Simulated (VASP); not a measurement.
Level of theory: LDA (Ceperley-Alder, Perdew-Zunger), VASP's LDA PAW potentials (set 64) (plane waves; VASP).

A VASP calculation is set up with these files.

INCAR:
```
SYSTEM  =  CuAu
PREC  =  Accurate; ENCUT  =  520; LREAL  =  .FALSE.
LASPH  =  .TRUE.
EDIFF  =  1E-7; NELM  =  100; ALGO  =  Normal
LMAXMIX  =  6
ISMEAR  =  1; SIGMA  =  0.1
IBRION  =  2; NSW  =  30; ISIF  =  4
EDIFFG  =  -0.01
LWAVE  =  .FALSE.; LCHARG  =  .FALSE.
```

File KPOINTS:
```
Automatic
0
Gamma
 13 13 10
```

**POSCAR**
```
CuAu
1.0
  2.8328414672   0.0000000000   0.0000000000
  0.0000000000   2.8328414672   0.0000000000
  0.0000000000   0.0000000000   3.5468281623
Cu Au
1 1
Direct
  0.0000000000   0.0000000000   0.0000000000
  0.5000000000   0.5000000000   0.5000000000
```

POTCAR, in this order: Cu Au (LDA.64 set). Program: vasp_std.

Task: What will the output report for the number of irreducible k-points (NKPTS), largest plane-wave count, number of space-group operations, FFT grid (NGX, NGY, NGZ)?

Result: 
```json
{
 "number of irreducible k-points (NKPTS)": "168",
 "largest_plane_wave_count": "782",
 "number_of_space_group_operations": "16",
 "FFT grid (NGX, NGY, NGZ)": "24 × 24 × 28"
}
```

The compound is CuAu in the L1_0 structure. This cell is one point of a volume scan, at 1.03 of the reference volume. Symmetry was kept, so distortions that lower it aren't found.
